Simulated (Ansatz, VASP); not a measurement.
# CdSe: VASP beside Ansatz

One calculation is typed for both programs; each brings its own data sets. How far apart do they land? The cell is taken from a series of runs on this material, whose earlier steps may have relaxed, scaled, displaced or heated it; both programs get it as it stands.

Calculated with Ansatz 0.2.0; plane waves, with VASP 6.6.1 beside it; dielectric response at r2SCAN.

**1. The structure**

It takes space group F-43m (No. 216, cubic). The conventional cell has a = 6.141 Å, b = 6.141 Å, c = 6.141 Å, α = 90.00°, β = 90.00°, γ = 90.00°. Nearest to Cd lie 4 Se at 2.66 Å. Nearest to Se lie 4 Cd at 2.66 Å. Farther neighbours and most contacts between anions are not listed.

As a file:

```xyz
2
Lattice="0.0000 3.0703 3.0703 3.0703 0.0000 3.0703 3.0703 3.0703 0.0000" Properties=species:S:1:pos:R:3 pbc="T T T"
Cd    0.0000    0.0000    0.0000
Se    1.5351    1.5351    1.5351
```

**2. VASP: dielectric response, r2SCAN**

The response to a field tests empty states and converges slowly with the mesh.

Lines of VASP's logs that name or quote its potential files are left out, and so is its time.

Contents of INCAR:

```
SYSTEM = CdSe
PREC = Accurate
ENCUT = 440
EDIFF = 1E-08
NELM = 120
ISMEAR = 0
SIGMA = 0.01
LREAL = .FALSE.
ALGO = Normal
METAGGA = R2SCAN
LASPH = .TRUE.
NBANDS = 15
LORBIT = 11
LWAVE = .FALSE.
LCHARG = .FALSE.
ISIF = 2
LCALCEPS = .TRUE.
LPEAD = .TRUE.
GGA_COMPAT = .FALSE.
EFERMI = MIDGAP
LMIXTAU = .TRUE.
KPAR = 2
```

Contents of POSCAR:

```
CdSe
1.0
    0.0000000000      3.0702711986      3.0702711986
    3.0702711986      0.0000000000      3.0702711986
    3.0702711986      3.0702711986      0.0000000000
Cd Se
1 1
Direct
    0.0000000000      0.0000000000      0.0000000000
    0.2500000000      0.2500000000      0.2500000000
```

Contents of KPOINTS:

```
Automatic mesh
0
Gamma
6 6 6
0 0 0
```

Potentials, in the order of the species: Cd and Se (PBE family, release 64).

The run is started by

```
mpirun -np 2 vasp_std
```

Numbers of over 12 decimals in the logs are rounded to 6 here.

The program printed:

```text
[banner, memory and clock lines left out]
running    2 mpi-ranks, on    1 nodes
 distrk:  each k-point on    1 cores,    2 groups
 distr:  one band on    1 cores,    1 groups

 POSCAR found type information on POSCAR CdSe
 POSCAR found :  2 types and       2 ions
|                                                                             |
|               ----> ADVICE to this user running VASP <----                  |
|                                                                             |
|     You enforced a specific xc type in the INCAR file but a different       |
|     [... a line on the potential file left out ...]
|     I HOPE YOU KNOW WHAT YOU ARE DOING!                                     |
|                                                                             |

 LDA part: xc-table for (None), standard interpolation
 POSCAR, INCAR and KPOINTS ok, starting setup
 FFT: planning ... GRIDC
 FFT: planning ... GRID_SOFT
 FFT: planning ... GRID
 WAVECAR not read
 entering main loop
       N       E                     dE             d eps       ncg     rms          rms(c)
DAV:   1     0.650264714028E+02    0.65026E+02   -0.81919E+03   488   0.951E+02
DAV:   2    -0.371038915578E+02   -0.10213E+03   -0.97456E+02   578   0.252E+02
DAV:   3    -0.407870252880E+02   -0.36831E+01   -0.36783E+01   571   0.506E+01
DAV:   4    -0.408008244001E+02   -0.13799E-01   -0.13799E-01   578   0.310E+00
DAV:   5    -0.408009143846E+02   -0.89985E-04   -0.89984E-04   613   0.219E-01    0.557E+00
DAV:   6    -0.358774623363E+02    0.49235E+01   -0.34977E+00   501   0.263E+01    0.777E+00
DAV:   7    -0.358698557481E+02    0.76066E-02   -0.34572E-01   494   0.660E+00    0.430E+00
DAV:   8    -0.358124574065E+02    0.57398E-01   -0.30781E-01   480   0.457E+00    0.707E-01
DAV:   9    -0.359078853769E+02   -0.95428E-01   -0.98387E-02   494   0.254E+00    0.532E-01
DAV:  10    -0.358935277244E+02    0.14358E-01   -0.10974E-02   480   0.953E-01    0.357E-01
DAV:  11    -0.359098373232E+02   -0.16310E-01   -0.15849E-02   480   0.115E+00    0.895E-02
DAV:  12    -0.359110787424E+02   -0.12414E-02   -0.10334E-03   585   0.298E-01    0.124E-01
DAV:  13    -0.359111031092E+02   -0.24367E-04   -0.39436E-04   508   0.202E-01    0.177E-02
DAV:  14    -0.359115007957E+02   -0.39769E-03   -0.15873E-04   494   0.125E-01    0.458E-03
DAV:  15    -0.359115054249E+02   -0.46292E-05   -0.26637E-05   550   0.449E-02    0.346E-03
DAV:  16    -0.359115111891E+02   -0.57643E-05   -0.11592E-05   487   0.303E-02    0.301E-03
DAV:  17    -0.359115103950E+02    0.79410E-06   -0.11546E-06   536   0.131E-02    0.634E-04
DAV:  18    -0.359115137058E+02   -0.33108E-05   -0.15017E-06   508   0.138E-02    0.371E-04
DAV:  19    -0.359115136686E+02    0.37221E-07   -0.32643E-08   613   0.157E-03    0.247E-04
DAV:  20    -0.359115136729E+02   -0.43099E-08   -0.42661E-09   408   0.753E-04
|                                                                             |
|           W    W    AA    RRRRR   N    N  II  N    N   GGGG   !!!           |
|           W    W   A  A   R    R  NN   N  II  NN   N  G    G  !!!           |
|           W    W  A    A  R    R  N N  N  II  N N  N  G       !!!           |
|           W WW W  AAAAAA  RRRRR   N  N N  II  N  N N  G  GGG   !            |
|           WW  WW  A    A  R   R   N   NN  II  N   NN  G    G                |
|           W    W  A    A  R    R  N    N  II  N    N   GGGG   !!!           |
|                                                                             |
|     One or more components of EFIELD_PEAD are too large for comfort. In     |
|     all probability, you are too near to the onset of Zener tunneling.      |
|                                                                             |
|          e |E dot A_1| =  0.00000 > 1/10, E_g/N_1 =  0.01700                |
|          e |E dot A_2| =  0.03070 > 1/10, E_g/N_2 =  0.01700                |
|          e |E dot A_3| =  0.03070 > 1/10, E_g/N_3 =  0.01700                |
|                                                                             |
|     Possible SOLUTIONS:                                                     |
|      ) Choose a smaller electric field.                                     |
|      ) Use a less dense grid of k-points.                                   |
|                                                                             |

       N       E                     dE             d eps       ncg     rms          rms(c)
SDA:   1    -0.359115136212E+02   -0.35912E+02   -0.36304E-10  1020   0.908E-10   0.000E+00
DMP:   2    -0.359115136625E+02   -0.41323E-07   -0.30487E-08  1020   0.757E-08   0.134E-09
[...]
p_tot=(  0.922E+01  0.924E+01  0.922E+01 )
dp_tot=(  0.101E-04  0.170E-01  0.105E-04 )  diag[e(oo)]=(    ---    6.31396    ---   )
DMP:  14    -0.359117371965E+02   -0.11959E-06   -0.96464E-07  1020   0.104E-06   0.264E-06
 p_tot=(  0.922E+01  0.924E+01  0.922E+01 )
dp_tot=(  0.101E-04  0.170E-01  0.105E-04 )  diag[e(oo)]=(    ---    6.32586    ---   )
DMP:  15    -0.359117372845E+02   -0.88006E-07   -0.71559E-07  1020   0.760E-07   0.198E-06
 p_tot=(  0.922E+01  0.924E+01  0.922E+01 )
dp_tot=(  0.101E-04  0.171E-01  0.106E-04 )  diag[e(oo)]=(    ---    6.33510    ---   )
[...]
|          e |E dot A_1| =  0.03070 > 1/10, E_g/N_1 =  0.01701                |
|          e |E dot A_2| =  0.03070 > 1/10, E_g/N_2 =  0.01701                |
|          e |E dot A_3| =  0.00000 > 1/10, E_g/N_3 =  0.01701                |
|                                                                             |
|     Possible SOLUTIONS:                                                     |
|      ) Choose a smaller electric field.                                     |
|      ) Use a less dense grid of k-points.                                   |
|                                                                             |

       N       E                     dE             d eps       ncg     rms          rms(c)
SDA:   1    -0.359115137982E+02    0.22372E-03   -0.24579E-09  1020   0.614E-09   0.000E+00
DMP:   2    -0.359115136509E+02    0.14732E-06   -0.26037E-10  1020   0.165E-09  -0.262E-09
DMP:   3    -0.359115136512E+02   -0.33083E-09   -0.48474E-10  1020   0.107E-09   0.368E-10
 final diagonalization occupied
 p_tot=(  0.922E+01  0.922E+01  0.922E+01 )
       N       E                     dE             d eps       ncg     rms          rms(c)
 p_tot=(  0.922E+01  0.922E+01  0.922E+01 )
dp_tot=(  0.000E+00  0.000E+00  0.000E+00 )  diag[e(oo)]=(    ---      ---    1.00000 )
SDA:   1    -0.359116507463E+02   -0.13710E-03   -0.51125E-04  1020   0.128E-03   0.000E+00
 p_tot=(  0.922E+01  0.922E+01  0.923E+01 )
dp_tot=( -0.128E-04 -0.126E-04  0.511E-02 )  diag[e(oo)]=(    ---      ---    2.59694 )
DMP:   2    -0.359116906599E+02   -0.39914E-04   -0.33025E-04  1020   0.462E-04   0.700E-04
 p_tot=(  0.922E+01  0.922E+01  0.924E+01 )
dp_tot=(  0.239E-05  0.257E-05  0.106E-01 )  diag[e(oo)]=(    ---      ---    4.30291 )
DMP:   3    -0.359117129279E+02   -0.22268E-04   -0.13934E-04  1020   0.199E-04   0.288E-04
 p_tot=(  0.922E+01  0.922E+01  0.924E+01 )
dp_tot=(  0.219E-04  0.220E-04  0.140E-01 )  diag[e(oo)]=(    ---      ---    5.39171 )
DMP:   4    -0.359117225723E+02   -0.96444E-05   -0.81474E-05  1020   0.134E-04   0.134E-04
 p_tot=(  0.922E+01  0.922E+01  0.924E+01 )
dp_tot=(  0.274E-04  0.274E-04  0.156E-01 )  diag[e(oo)]=(    ---      ---    5.86193 )
DMP:   5    -0.359117285300E+02   -0.59577E-05   -0.47742E-05  1020   0.705E-05   0.941E-05
 p_tot=(  0.922E+01  0.922E+01  0.924E+01 )
dp_tot=(  0.205E-04  0.204E-04  0.160E-01 )  diag[e(oo)]=(    ---      ---    6.00523 )
DMP:   6    -0.359117320218E+02   -0.34918E-05   -0.26600E-05  1020   0.379E-05   0.551E-05
 p_tot=(  0.922E+01  0.922E+01  0.924E+01 )
dp_tot=(  0.118E-04  0.118E-04  0.162E-01 )  diag[e(oo)]=(    ---      ---    6.06020 )
DMP:   7    -0.359117340204E+02   -0.19986E-05   -0.15574E-05  1020   0.216E-05   0.333E-05
 p_tot=(  0.922E+01  0.922E+01  0.924E+01 )
dp_tot=(  0.819E-05  0.812E-05  0.164E-01 )  diag[e(oo)]=(    ---      ---    6.11731 )
DMP:   8    -0.359117352148E+02   -0.11944E-05   -0.90671E-06  1020   0.119E-05   0.207E-05
 p_tot=(  0.922E+01  0.922E+01  0.924E+01 )
dp_tot=(  0.888E-05  0.886E-05  0.166E-01 )  diag[e(oo)]=(    ---      ---    6.17772 )
DMP:   9    -0.359117359223E+02   -0.70749E-06   -0.54412E-06  1020   0.702E-06   0.127E-05
 p_tot=(  0.922E+01  0.922E+01  0.924E+01 )
dp_tot=(  0.104E-04  0.105E-04  0.167E-01 )  diag[e(oo)]=(    ---      ---    6.22602 )
DMP:  10    -0.359117363657E+02   -0.44342E-06   -0.36550E-06  1020   0.470E-06   0.855E-06
 p_tot=(  0.922E+01  0.922E+01  0.924E+01 )
dp_tot=(  0.109E-04  0.110E-04  0.168E-01 )  diag[e(oo)]=(    ---      ---    6.25886 )
DMP:  11    -0.359117366782E+02   -0.31250E-06   -0.26218E-06  1020   0.320E-06   0.646E-06
 p_tot=(  0.922E+01  0.922E+01  0.924E+01 )
dp_tot=(  0.103E-04  0.106E-04  0.169E-01 )  diag[e(oo)]=(    ---      ---    6.28155 )
DMP:  12    -0.359117369074E+02   -0.22915E-06   -0.18659E-06  1020   0.213E-06   0.488E-06
 p_tot=(  0.922E+01  0.922E+01  0.924E+01 )
dp_tot=(  0.965E-05  0.997E-05  0.170E-01 )  diag[e(oo)]=(    ---      ---    6.29924 )
DMP:  13    -0.359117370728E+02   -0.16542E-06   -0.13280E-06  1020   0.146E-06   0.359E-06
 p_tot=(  0.922E+01  0.922E+01  0.924E+01 )
dp_tot=(  0.935E-05  0.971E-05  0.170E-01 )  diag[e(oo)]=(    ---      ---    6.31393 )
DMP:  14    -0.359117371924E+02   -0.11955E-06   -0.96467E-07  1020   0.104E-06   0.264E-06
 p_tot=(  0.922E+01  0.922E+01  0.924E+01 )
dp_tot=(  0.938E-05  0.975E-05  0.170E-01 )  diag[e(oo)]=(    ---      ---    6.32583 )
DMP:  15    -0.359117372804E+02   -0.88024E-07   -0.71561E-07  1020   0.760E-07   0.198E-06
 p_tot=(  0.922E+01  0.922E+01  0.924E+01 )
dp_tot=(  0.950E-05  0.988E-05  0.171E-01 )  diag[e(oo)]=(    ---      ---    6.33508 )
DMP:  16    -0.359117373464E+02   -0.65981E-07   -0.53752E-07  1020   0.564E-07   0.150E-06
 p_tot=(  0.922E+01  0.922E+01  0.924E+01 )
dp_tot=(  0.956E-05  0.994E-05  0.171E-01 )  diag[e(oo)]=(    ---      ---    6.34228 )
DMP:  17    -0.359117373962E+02   -0.49862E-07   -0.40649E-07  1020   0.423E-07   0.114E-06
 p_tot=(  0.922E+01  0.922E+01  0.924E+01 )
dp_tot=(  0.954E-05  0.993E-05  0.171E-01 )  diag[e(oo)]=(    ---      ---    6.34831 )
DMP:  18    -0.359117374341E+02   -0.37854E-07   -0.30944E-07  1020   0.320E-07   0.873E-07
 p_tot=(  0.922E+01  0.922E+01  0.924E+01 )
dp_tot=(  0.950E-05  0.989E-05  0.171E-01 )  diag[e(oo)]=(    ---      ---    6.35390 )
DMP:  19    -0.359117374631E+02   -0.29068E-07   -0.23634E-07  1020   0.243E-07   0.669E-07
 p_tot=(  0.922E+01  0.922E+01  0.924E+01 )
dp_tot=(  0.948E-05  0.988E-05  0.171E-01 )  diag[e(oo)]=(    ---      ---    6.35941 )
DMP:  20    -0.359117374852E+02   -0.22089E-07   -0.18067E-07  1020   0.185E-07   0.513E-07
 p_tot=(  0.922E+01  0.922E+01  0.924E+01 )
dp_tot=(  0.949E-05  0.989E-05  0.172E-01 )  diag[e(oo)]=(    ---      ---    6.36480 )
DMP:  21    -0.359117375023E+02   -0.17036E-07   -0.13827E-07  1020   0.141E-07   0.393E-07
 p_tot=(  0.922E+01  0.922E+01  0.924E+01 )
dp_tot=(  0.950E-05  0.990E-05  0.172E-01 )  diag[e(oo)]=(    ---      ---    6.36986 )
DMP:  22    -0.359117375153E+02   -0.13020E-07   -0.10589E-07  1020   0.108E-07   0.302E-07
 p_tot=(  0.922E+01  0.922E+01  0.924E+01 )
dp_tot=(  0.950E-05  0.991E-05  0.172E-01 )  diag[e(oo)]=(    ---      ---    6.37441 )
DMP:  23    -0.359117375253E+02   -0.99665E-08   -0.81101E-08  1020   0.827E-08   0.231E-07
 final diagonalization full
 p_tot=(  0.922E+01  0.922E+01  0.924E+01 )
dp_tot=(  0.949E-05  0.990E-05  0.172E-01 )  diag[e(oo)]=(    ---      ---    6.37835 )
   1 F= -.35911738E+02 E0= -.35911738E+02  d E =0.000000E+00
```

Parts of OUTCAR (step 2):

```text
ion  position               nearest neighbor table
   1  0.000  0.000  0.000-   2 2.66   2 2.66   2 2.66   2 2.66
   2  0.250  0.250  0.250-   1 2.66   1 2.66   1 2.66   1 2.66

  LATTYP: Found a face centered cubic cell.
 ALAT       =     6.1405423972

 Subroutine GETGRP returns: Found 24 space group operations
 (whereof 24 operations were pure point group operations)

The static configuration has the point symmetry T_d .

 Found     16 irreducible k-points:

   k-points           NKPTS =     16   k-points in BZ     NKDIM =     16   number of bands    NBANDS=     15

   dimension x,y,z NGX =    30 NGY =   30 NGZ =   30
   dimension x,y,z NGXF=    60 NGYF=   60 NGZF=   60

   ENCUT  =  440.0 eV  32.34 Ry    5.69 a.u.   7.43  7.43  7.43*2*pi/ulx,y,z

   NELECT =      18.0000    total number of electrons

 k-points in reciprocal lattice and weights: Automatic mesh
   0.00000000  0.00000000  0.00000000       0.005
   0.16666667  0.00000000  0.00000000       0.037
   0.33333333  0.00000000  0.00000000       0.037
   0.50000000  0.00000000  0.00000000       0.019
   0.16666667  0.16666667  0.00000000       0.028
   0.33333333  0.16666667  0.00000000       0.111
   0.50000000  0.16666667  0.00000000       0.111
  -0.33333333  0.16666667  0.00000000       0.111
  -0.16666667  0.16666667  0.00000000       0.056
[...]
-0.33333333  0.33333333  0.16666667       0.111
  -0.33333333  0.50000000  0.16666667       0.056

 average (electrostatic) potential at core
       1 -45.7154       2 -61.0301

            Ionic dipole moment: p[ion]=(     9.21081     9.21081     9.21081 ) |e| Angst

 Total electronic dipole moment: p[elc]=(     0.01376     0.01376     0.03095 ) |e| Angst

 MACROSCOPIC STATIC DIELECTRIC TENSOR (including local field effects)
 ------------------------------------------------------
           6.378361     0.000000     0.000000
          -0.000000     6.378361     0.000000
          -0.000000    -0.000000     6.378361
 ------------------------------------------------------

 PIEZOELECTRIC TENSOR (including local field effects) (C/m^2)
          XX          YY          ZZ          XY          YZ          ZX
  --------------------------------------------------------------------------------
  x     0.00000     0.00000     0.00000     0.00000    -0.63645    -0.00000
  y     0.00000    -0.00000     0.00000    -0.00000     0.00000    -0.63645
  z    -0.00000    -0.00000     0.00000    -0.63645     0.00000     0.00000

 BORN EFFECTIVE CHARGES (including local field effects) (in |e|, cummulative output)
 ---------------------------------------------------------------------------------
 ion    1
    1     2.26164    -0.00000     0.00000
    2     0.00000     2.26164     0.00000
    3     0.00000     0.00000     2.26164
 ion    2
    1    -2.26164     0.00000     0.00000
    2    -0.00000    -2.26164     0.00000
    3    -0.00000    -0.00000    -2.26164

  Total       -0.0371673     -0.0371673     -0.0371673      0.0000000     -0.0000000     -0.0000000
  in kB       -1.0287530     -1.0287530     -1.0287530      0.0000000     -0.0000000     -0.0000000
  external PRESSURE =      -1.0287530 kB  Pullay stress =       0.0000000 kB

  energy-cutoff  :      440.00
  volume of cell :       57.88
      direct lattice vectors                 reciprocal lattice vectors
     0.000000000  3.070271199  3.070271199    -0.162852063  0.162852063  0.162852063
     3.070271199  0.000000000  3.070271199     0.162852063 -0.162852063  0.162852063
     3.070271199  3.070271199  0.000000000     0.162852063  0.162852063 -0.162852063

 POSITION                                       TOTAL-FORCE (eV/Angst)
 -----------------------------------------------------------------------------------
      0.00000      0.00000      0.00000        -0.000000     -0.000000     -0.000000
      1.53514      1.53514      1.53514         0.000000      0.000000      0.000000
 -----------------------------------------------------------------------------------
    total drift:                                0.000000      0.000000      0.000000
```

The log warns that the applied field is near the limit of Zener tunnelling for this mesh, so the response is less certain.

(Continued in part 2 of 2.)

[Lines on the potential files, build, host, timing and source positions are cut from VASP's logs without a mark.]

[Logs are printed without paths, hosts, clocks, repeated set-up lines and the standing remarks that a program may print on its own settings, such as how far it seeks lower states.]

[Hosts, paths, dates, database ids (printed as entryN), source tags and the programs' standing remarks are cut or masked in the printed files.]
